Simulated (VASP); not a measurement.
Level of theory: PBE GGA, VASP's PBE PAW potentials (set 64) (plane waves; VASP).

Gaps are without spin-orbit coupling.

Question: Order these relaxed crystals by band gap, smallest first: Be2C, Fm-3m (225); AgI, P6_3mc (186); GaP, F-43m (216); SrO, Fm-3m (225).

Answer: Be2C, Fm-3m (225) (1.16 eV), AgI, P6_3mc (186) (1.37 eV), GaP, F-43m (216) (1.59 eV), SrO, Fm-3m (225) (3.28 eV)
